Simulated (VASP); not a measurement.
How well do functionals in VASP give the band gap of BN (zinc blende)? (Scalar-relativistic values.)  The mesh is coarse and the basis finite, so the quasiparticle values are not converged.

The measured value is 6.20 eV at 300 K (as given by arXiv:1206.3780).

Q: Order evGW0@PBE (starting cell), PBE (own cell), HSE06 (PBE cell), PBEsol (own cell), SCAN (own cell) by the size of their error, smallest first.

A: evGW0@PBE (starting cell) (6.33, +0.13), HSE06 (PBE cell) (5.78, -0.42), SCAN (own cell) (4.97, -1.23), PBE (own cell) (4.45, -1.75), PBEsol (own cell) (4.28, -1.92)

Only levels that ran to the end are used. Left out are those held back, those with too coarse a band path, GW runs whose mesh misses a band edge, hybrids' fits of cells that aren't cubic and levels without matching references; a question may draw on a part of the rest.

The compound is BN in the zinc blende structure.
